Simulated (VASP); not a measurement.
# A VASP study of RbAgI2 (PBE + rVV10): structure first, properties next, part 2 of 2

Wanted: the relaxed cell of RbAgI2 and its properties. The cell is invented: it takes the structure of COD entry 9008829, AgI (space group 216 there), with some of its atoms replaced by other elements, volume scaled by an estimate. It may not be a known or stable phase.

VASP 6.6.1; PBE with rVV10; plane waves and PAW (I, Ag, Rb_sv); invented cell.

So far, gap on the k-mesh (eV): step 2 (rough relaxation of the start cell) 2.13; step 3 (relaxing cell and atoms (PBE + rVV10)) 2.11. The relaxed cell has a = 5.026, c = 7.696 Å (conventional setting).

### 6. Density of states (PBE + rVV10)

Here the states are counted by energy and projected on the atoms. The mesh is finer than in the run before.

The input, INCAR:

```
SYSTEM = RbAgI2
PREC = Accurate
ENCUT = 400
EDIFF = 1E-06
NELM = 100
ISMEAR = -5
SIGMA = 0.05
LREAL = .FALSE.
ALGO = Normal
GGA = PE
LUSE_VDW = .TRUE.
IVDW_NL = 2
BPARAM = 10
CPARAM = 0.0093
LASPH = .TRUE.
NBANDS = 31
LORBIT = 11
LWAVE = .FALSE.
LCHARG = .FALSE.
KPAR = 2
NEDOS = 2001
```

The input, POSCAR:

```
RbAgI2
1.0
    5.0258463357      0.0000000000      0.0000000000
    0.0000000000      5.0258463357      0.0000000000
    0.0000000000      0.0000000000      7.6964204468
I Ag Rb
2 1 1
Direct
    0.0000000000      0.5000000000      0.1823794900
    0.5000000000      0.0000000000      0.8176205100
    0.0000000000      0.0000000000      0.0000000000
    0.5000000000      0.5000000000      0.5000000000
```

The input, KPOINTS:

```
Automatic mesh
0
Gamma
6 6 4
0 0 0
```

Potentials, in the order of the species: I, Ag and Rb_sv (PBE family, release 64).

The run is started by

```sh
$ mpirun -np 2 vasp_std
```

The job ended after 2.5 min (2 MPI ranks of AMD EPYC 7R43, shared host; peak memory 1 GiB; 5 min of CPU time).

This step gave:

- SCF cycles: 15
- irreducible k-points: 30
- free energy (TOTEN): -8.296 eV
- Fermi energy: 0.2161 eV
- pressure: 0.01548 GPa
- valence top at k: 0, 0, 0.5
- gap on the k-mesh: 2.103 eV
- least direct gap on the k-mesh: 2.159 eV

The density of states has structure finer than the step of the table below, so its rows give means over 0.5 eV, whole bins alone (the curve runs from -12.0 to 6.78 eV). Peaks (eV: height): total -11.29: 38.5, -10.12: 131, -3.05: 65.6, -2.40: 25.5; Ag d -3.05: 40.0, -2.65: 10.4, -2.47: 7.81, -2.40: 19.9; I p -3.05: 11.3, -2.65: 2.60, -0.62: 3.65, -0.18: 3.62; I s -11.37: 12.5, -11.29: 26.5; Rb p -10.12: 115.

States under -12.0 eV and over 6.8 eV are left out; flat bands give spikes narrower than the energy grid, so sums over such rows miss the true count of states. The density of states by energy, zero at the valence-band top; means over each step; values in states/eV/cell:

```
energy (eV)    total     Ag d      I p      I s     Rb p
      -11.5     7.13   0.0332   4.5e-4     4.88    0.364
      -11.0     1.06  0.00716   6.2e-5    0.739   0.0474
      -10.5        0        0        0        0        0
      -10.0     19.5  0.00604   0.0221    0.468     16.7
       -9.5        0        0        0        0        0
       -9.0        0        0        0        0        0
       -8.5        0        0        0        0        0
       -8.0        0        0        0        0        0
       -7.5        0        0        0        0        0
       -7.0        0        0        0        0        0
       -6.5        0        0        0        0        0
       -6.0        0        0        0        0        0
       -5.5        0        0        0        0        0
       -5.0        0        0        0        0        0
       -4.5        0        0        0        0        0
       -4.0        0        0        0        0        0
       -3.5        0        0        0        0        0
       -3.0     7.57     4.47     1.33  0.00306  0.00313
       -2.5     10.9     7.67     1.10   0.0274   0.0217
       -2.0     3.50     2.05    0.461   0.0161  0.00665
       -1.5     4.72    0.847     1.65   0.0110   0.0255
       -1.0     5.04    0.928     1.95  0.00493   0.0230
       -0.5     7.35     1.47     2.96   0.0167   0.0488
        0.0     3.61    0.982     1.36  0.00826   0.0165
        0.5        0        0        0        0        0
        1.0        0        0        0        0        0
        1.5        0        0        0        0        0
        2.0  0.00183        0   8.1e-5   1.4e-4        0
        2.5    0.151  0.00175  0.00950   0.0111   2.7e-4
        3.0    0.624  0.00651   0.0514   0.0398  0.00219
        3.5     1.47   0.0103    0.116   0.0739  0.00862
        4.0     1.89   0.0161    0.124   0.0496   0.0137
        4.5     3.46   0.0319    0.223   0.0640   0.0297
        5.0     4.10   0.0587    0.247   0.0321   0.0504
        5.5     3.11   0.0269    0.190   0.0283   0.0174
        6.0     3.18   0.0248    0.131   0.0500   0.0135
        6.5     4.97   0.0480    0.189   0.0606   0.0227
```

The gap on this mesh is 2.10 eV. In the top eV of the valence band the largest shares in the PAW spheres are I p 39 % and Ag d 22 %. The rest lies in smaller channels or between the spheres.

### 7. Dielectric tensor and Born charges (PBE + rVV10)

The response to a static field gives the electronic dielectric tensor and the Born charges. It needs tightly converged orbitals, hence the small EDIFF.

The input, INCAR:

```
SYSTEM = RbAgI2
PREC = Accurate
ENCUT = 400
EDIFF = 1E-08
NELM = 100
ISMEAR = 0
SIGMA = 0.01
LREAL = .FALSE.
ALGO = Normal
GGA = PE
LUSE_VDW = .TRUE.
IVDW_NL = 2
BPARAM = 10
CPARAM = 0.0093
LASPH = .TRUE.
NBANDS = 23
LORBIT = 11
LWAVE = .FALSE.
LCHARG = .FALSE.
KPAR = 2
LEPSILON = .TRUE.
```

POSCAR is that of step 6.

The input, KPOINTS:

```
Automatic mesh
0
Gamma
5 5 3
0 0 0
```

The run is started by

```sh
$ mpirun -np 2 vasp_std
```

It took 28 min on 2 MPI ranks; peak memory 1.2 GiB; 57 min of CPU time.

Energies printed during the response cycles are not total energies of the cell. The dielectric response converges more slowly with the mesh than energies do, so tensor and charges may still move on a finer one.

This step gave:

| Item | Value |
| --- | --- |
| bands | 23 |
| irreducible k-points | 12 |
| Fermi energy | 0.2683 eV |
| pressure | 0.01768 GPa |
| valence top at k | 0, 0, 0.3333 |
| gap on the k-mesh | 2.116 eV |

Electronic dielectric tensor with local fields:

```
3.56 0.00 0.00
0.00 3.56 0.00
0.00 0.00 3.05
```

Born effective charge (e), principal values of the symmetric part by kind of site:

```
atom  atoms with these values    low  middle   high   mean
  I1                        2  -1.57   -1.09  -0.81  -1.16
 Ag3                        1   0.69    1.42   1.42   1.18
 Rb4                        1   0.95    0.95   1.49   1.13
```

In full for Rb4:

```
0.95 0.00 0.00
0.00 0.95 0.00
0.00 0.00 1.49
```

Piezoelectric tensor with clamped ions (C/m²), by row:

```
field      xx       yy  zz  xy       yz      zx
    x       0        0   0   0        0  0.1506
    y       0        0   0   0  -0.1506       0
    z  0.1707  -0.1707   0   0        0       0
```

The Born charges sum to zero; the printed set may have that rule imposed, so this is no test.

### 8. Field gradients at the nuclei (PBE + rVV10)

Field gradients probe how far the charge around each nucleus departs from cubic symmetry; LASPH keeps the non-spherical terms inside the spheres.

Changes to INCAR since step 7:

```diff
@@ -3,6 +3,6 @@
 ENCUT = 400
-EDIFF = 1E-08
+EDIFF = 1E-07
 NELM = 100
 ISMEAR = 0
-SIGMA = 0.01
+SIGMA = 0.05
 LREAL = .FALSE.
@@ -20,2 +20,2 @@
 KPAR = 2
-LEPSILON = .TRUE.
+LEFG = .TRUE.
```

POSCAR is that of step 7.

The input, KPOINTS:

```
Automatic mesh
0
Gamma
3 3 2
0 0 0
```

The run is started by

```sh
$ mpirun -np 2 vasp_std
```

Wall time 1.8 min (2 MPI ranks); peak memory 0.89 GiB.

Numbers from this step:

```
SCF cycles                     : 17
irreducible k-points           : 6
free energy (TOTEN)            : -8.269 eV
Fermi energy                   : 0.4692 eV
pressure                       : 0.08291 GPa
valence top at k               : 0, 0, 0.5
gap on the k-mesh              : 2.096 eV
least direct gap on the k-mesh : 2.153 eV
```

Electric field gradients, by row:

```
atom  Vxx (V/Å²)  Vyy (V/Å²)  Vzz (V/Å²)  asymmetry
  I1      -240.9      -15.89       256.8      0.876
  I2      -240.9      -15.89       256.8      0.876
 Ag3      -21.29      -21.29       42.58          0
 Rb4       16.89       16.89      -33.77          0
```

The largest gradient, 256.78 V/Å², sits on I1 and like sites; times the quadrupole moment of a nucleus that has one, it gives the coupling that NMR and NQR see.

### 9. What came out

```yaml
relaxed_volume: 48.60 Å³/atom
relaxed_conventional_cell_a_b_c: 5.026, 5.026, 7.696 Å
space_group_after_relaxing_within_0p02_a: P-4m2 (No. 115)
band_gap: 2.07 eV, indirect (least direct gap of that run 2.16 eV)
gap_among_the_points_of_the_dos_mesh_alone_an_upper_bound: 2.10 eV
largest_field_gradient_vzz: 256.78 V/Å² on I1
```

What this shows: With PBE + rVV10, RbAgI2 relaxes to 48.60 Å³/atom in space group P-4m2 (held by the symmetry of the run) and has an indirect gap of 2.07 eV. Bands along the symmetry lines (PBE + rVV10): The path shows an indirect gap of 2.07 eV (valence top between M and Γ, conduction bottom at Γ). The least direct gap is 2.16 eV. Dielectric tensor and Born charges (PBE + rVV10): The principal values of the electronic dielectric tensor with local fields are 3.05, 3.56 and 3.56. Dielectric tensor and Born charges (PBE + rVV10): Mean Born effective charge: I1 -1.16, Ag3 1.18, Rb4 1.13 e. Spin-orbit coupling is left out, and with elements this heavy it would split and shift bands near the edges, and it can change the kind of a small gap. No search among competing phases was made. All values are for a static lattice at zero temperature.

[Lines on the potential files, build, host, timing and source positions are cut from VASP's logs without a mark.]

[Logs are printed without paths, hosts, clocks, repeated set-up lines and the standing remarks that a program may print on its own settings, such as how far it seeks lower states.]

[Hosts, paths, dates, database ids (printed as entryN), source tags and the programs' standing remarks are cut or masked in the printed files.]

[A measured line is paired with the nearest computed mode of its activity, which favours agreement.]
